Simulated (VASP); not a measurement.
Level of theory: r2SCAN meta-GGA, VASP's PBE PAW potentials (set 64) (plane waves; VASP).

Gaps are without spin-orbit coupling.

Problem. Order these relaxed crystals by band gap, smallest first: AlN, F-43m (216); ZnCd3S4, P-43m (215); Al2O3, R-3c (167); BN, P6_3mc (186).

Solution. ZnCd3S4, P-43m (215) (1.75 eV), AlN, F-43m (216) (3.94 eV), BN, P6_3mc (186) (5.72 eV), Al2O3, R-3c (167) (7.18 eV)
